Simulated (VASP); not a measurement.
Runs of VASP 6.6.1 on MgO (Periclase). The structure is cubic, space group Fm-3m (No. 225). Conventional cell: a = 4.100 Å, b = 4.100 Å, c = 4.100 Å, α = 90.00°, β = 90.00°, γ = 90.00°. Around Mg (site symmetry m-3m) lie 6 O at 2.05 Å. O (site symmetry m-3m) is surrounded by 6 Mg at 2.05 Å. 

```tsv
level	potentials or basis	cell	target pressure	gap on the mesh (eV)	pressure (GPa)
r2SCAN	VASP PAW PBE potentials, release 64 (Mg, O)	relaxed to 13.3 GPa	13.3 GPa	6.47	13.3
r2SCAN	VASP PAW PBE potentials, release 64 (Mg, O)	relaxed to 4.3 GPa	4.3 GPa	6.00	4.3
PBE	VASP PAW PBE potentials, release 64 (Mg, O)	relaxed to 22.6 GPa	22.6 GPa	5.69	22.4
LDA	VASP PAW LDA potentials, release 64 (Mg, O)	relaxed to 22.6 GPa	22.6 GPa	(a)	22.6
PBEsol	VASP PAW PBE potentials, release 64 (Mg, O)	relaxed to 4.3 GPa	4.3 GPa	(b)	4.3
```

Alike in all rows: task relaxation of cell and atoms; no spin polarisation; k mesh 12 × 12 × 12; cutoff (eV) 600; smearing gaussian 0.03 eV.

Task: Estimate the missing entries.

Result: (a) 6.28; (b) 4.92.

Caveats: the cell is relaxed towards a set pressure, so the enthalpy falls and the energy may rise; the PAW data sets were made with another functional, which shifts forces and pressure a little (some runs); the relaxation stopped at its first step, so nothing moved (some runs).

A k mesh can miss the band edges.
